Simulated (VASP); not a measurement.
Input:

```
CSi
1.0
    0.00000     2.19019     2.19019
    2.19019     0.00000     2.19019
    2.19019     2.19019     0.00000
Si C
1 1
Direct
  0.00000   0.00000   0.00000
  0.25000   0.25000   0.25000
```

All values below come from PW91 GGA, VASP's PBE PAW potentials (set 64) (plane waves; VASP 6.6.1). Settings: 520 eV cut-off, Gaussian smearing of 0.050 eV, potentials Si C.

Give the energies of bands 2 to 6 at the high-symmetry points, in eV from the valence-band maximum.

| band | Γ | X | U | L | W |
|---|---|---|---|---|---|
| 2 | 0.00 | -7.73 | -7.22 | -8.43 | -6.99 |
| 3 | 0.00 | -3.15 | -5.45 | -1.05 | -4.90 |
| 4 | 0.00 | -3.15 | -2.57 | -1.05 | -4.61 |
| 5 | 6.07 | 1.41 | 3.12 | 5.31 | 5.21 |
| 6 | 7.21 | 4.29 | 7.69 | 7.18 | 9.29 |

The gap is indirect, 1.41 eV, from the valence maximum at Γ to the conduction minimum at X.

Measured: gap 2.53 eV (computed value off by -1.12 eV), as given by Wei Chen et al., Physical Review Materials (2018), doi:10.1103/physrevmaterials.2.073803 [zero-point renormalisation of 0.11 eV added back (the table's ZPR column)].

The compound is SiC in the zinc blende structure. It was relaxed first.
